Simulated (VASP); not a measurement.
**CsBa3: energy against volume and a worked fit**

The structure is cubic, space group Pm-3m (No. 221). Conventional cell: a = 6.604 Å, b = 6.604 Å, c = 6.604 Å, α = 90.00°, β = 90.00°, γ = 90.00°.

The cell comes from a database or a generator and needn't be the stable form of this composition.

The cell was scaled at fixed shape and fractions and run with VASP, PBE PAW files Ba_sv, Cs_sv, 520 eV; PBE, k mesh 4 × 4 × 4 on the cell of 4 atoms, fermi-dirac occupations of 0.05 eV, no spin polarisation, no spin-orbit coupling. Energies are those that the program minimises, any entropy of the smearing included. For a metal such a mesh isn't converged to the digits shown.

```tsv
V (Å³/atom)	energy over the lowest row (meV/atom)
67.6959	4.260
69.1362	1.623
70.5766	0.239
72.0169	0.000
73.4572	?
74.8976	2.575
76.3379	5.234
```

Fit the third-order Birch-Murnaghan form, give V0, B0 and B′, and predict the energy left open.

With y = (V0/V)^(2/3), E = E0 + (9 V0 B0/16) [(y - 1)³ B′ + (y - 1)² (6 - 4y)]. Least squares through the rows shown give V0 = 71.6120 Å³/atom, E0 = -0.045 meV, B0 = 5.945 GPa (1 eV/Å³ = 160.218 GPa) and B′ = 3.29, with a largest miss of 0.003 meV. At V = 73.4572 the form with these constants gives 0.805 meV; the run gave 0.806 meV an atom.
